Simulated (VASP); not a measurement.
Runs of VASP 6.6.1 on InSe. Symmetry: P6_3/mmc, No. 194, hexagonal system. Conventional cell: a = 4.050 Å, b = 4.050 Å, c = 16.930 Å, α = 90.00°, β = 90.00°, γ = 120.00°. Around In (site symmetry 3m) lie 3 Se at 2.52 Å. Around Se (site symmetry 3m) lie 3 In at 2.52 Å. 

| level | potentials or basis | k mesh | cutoff (eV) | gap on the mesh (eV) | pressure (GPa) | relaxed volume (Å³/atom) | largest force (eV/Å) |
| --- | --- | --- | --- | --- | --- | --- | --- |
| PBE | VASP PAW PBE potentials, release 64 (In, Se) | 5 × 5 × 1 | 300 | 0.74 | 0.0 | (a) | 0.01 |
| PBEsol | VASP PAW PBE potentials, release 64 (In_d, Se) | 9 × 9 × 2 | 600 | 0.44 | 0.0 | 29.63 | 0.01 |
| PBE+D3(BJ) | VASP PAW PBE potentials, release 64 (In_d, Se) | 9 × 9 × 2 | 600 | (b) | 0.0 | 29.51 | 0.01 |
| LDA | VASP PAW LDA potentials, release 64 (In_d, Se) | 9 × 9 × 2 | 600 | (c) | 0.0 | 28.09 | 0.01 |

Alike in all rows: task relaxation of cell and atoms; no spin polarisation; cell relaxed; smearing gaussian 0.03 eV.

Task: Estimate the missing entries.

Result: (a) 33.78; (b) 0.35; (c) 0.30.

Caveats: spin-orbit coupling is left out, which moves the levels of the heavy elements; an odd mesh through Γ misses points on the zone boundary, where band edges often lie; this functional lacks dispersion, which binds the layers, so the pressure and a relaxed spacing across them are unreliable (some runs); the volume moved by +12 % from the deposited cell, more than functionals usually miss (some runs); the PAW data sets were made with another functional, which shifts forces and pressure a little (some runs).

A k mesh can miss the band edges, and the runs leave out spin-orbit coupling on In, Se.

Not every run made on this cell is shown here.
